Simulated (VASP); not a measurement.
CuSn3:

```
CELL_PARAMETERS angstrom
-2.23990 2.23990 4.87070
2.23990 -2.23990 4.87070
2.23990 2.23990 -4.87070
ATOMIC_POSITIONS crystal
Sn 0.50000 0.50000 0.00000
Sn 0.25000 0.75000 0.50000
Sn 0.75000 0.25000 0.50000
Cu 0.00000 0.00000 0.00000
```

The cell comes from a database or a generator and needn't be the stable form of this composition.

```yaml
Program: VASP 6.6.1
Task: single point
Functional: PBE
Potentials_or_basis: VASP PAW PBE potentials, release 64 (Sn_d, Cu)
Cutoff: 520 eV
k_mesh: 8 × 8 × 8
Occupations: fermi-dirac, width 0.05 eV
Spin: no spin polarisation
```

On this cell: pressure -1.0 GPa; largest force under 0.003 eV/Å; band gap on the k mesh none (metal or under the smearing width).

The same run follows on a disturbed copy (atoms moved at random, drawn with an rms of 0.05 Å):

```
Sn Cu
1.0
    -2.23990    2.23990    4.87070
     2.23990   -2.23990    4.87070
     2.23990    2.23990   -4.87070
Sn Cu
3 1
Direct
  0.51647 0.50663 0.02347
  0.25575 0.74406 0.49761
  0.75240 0.24534 0.49534
  0.01581 0.99830 0.00891
```

Problem. What changes?

Solution. The energy (extrapolated to zero smearing) moves by +0.9 meV/atom; pressure -1.0 GPa; largest force 0.098 eV/Å; band gap on the k mesh none (metal or under the smearing width).

Forces on the atoms (eV/Å):
```
Sn  -0.059 -0.059  0.050
Sn   0.040 -0.023 -0.028
Sn   0.010  0.056 -0.028
Cu   0.009  0.027  0.007
```

Stress tensor (GPa, compression positive):
```
-0.89 -0.02 -0.04
-0.02 -0.87 -0.09
-0.04 -0.09 -1.22
```
